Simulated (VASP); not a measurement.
Energy against volume of InP (zinc blende). Method: revPBE GGA, VASP's PBE PAW potentials (set 64) (plane waves; VASP 6.6.1). Run with 520 eV cut-off, 8×8×8 Γ-centred mesh, Gaussian smearing of 0.050 eV, potentials In_d P.

| V (Å³/atom) | E (eV/atom) |
|---|---|
| 26.174 | -3.91575 |
| 26.984 | -3.92048 |
| 27.793 | -3.91673 |
| 28.603 | -3.90584 |

Question: Fit these four points and predict the energy of the run at 25.365 Å³/atom.

Answer: A cubic in V^(−2/3), the third-order Birch-Murnaghan form, passes through the four points with V0 = 27.01 Å³/atom and B0 = 56 GPa, and gives -3.9009 eV/atom there. The run gave -3.9009 eV/atom, -0.0 meV/atom from the fit; all five points give B0 = 56 GPa.

The compound is InP in the zinc blende structure. It was relaxed first, which changed the volume by +7 %.
